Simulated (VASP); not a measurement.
```yaml
crystal:
  lattice:
    - [4.64116, 0.00000, 0.00000]
    - [0.00000, 4.64116, 0.00000]
    - [0.00000, 0.00000, 2.96856]
  atoms:
    - { symbol: Ti, position: [0.00000, 0.00000, 0.00000] }
    - { symbol: Ti, position: [0.50000, 0.50000, 0.50000] }
    - { symbol: O, position: [0.30484, 0.30484, 0.00000] }
    - { symbol: O, position: [0.80484, 0.19516, 0.50000] }
    - { symbol: O, position: [0.19516, 0.80484, 0.50000] }
    - { symbol: O, position: [0.69516, 0.69516, 0.00000] }
```

Computed with PW91 GGA, VASP's PBE PAW potentials (set 64) (plane waves; VASP 6.6.1). Settings: 520 eV cut-off, Gaussian smearing of 0.050 eV, potentials Ti_sv O.

Predict the band gap (along the path) with the smallest direct gap where there is one.

| Property | Result |
|---|---|
| band gap (along the path) | 1.81 eV |
| smallest direct gap (along the path) | 1.81 eV |

Total energies compare only between runs with the same potentials, cut-off and functional.

The compound is TiO2 in the rutile structure. It was relaxed first.
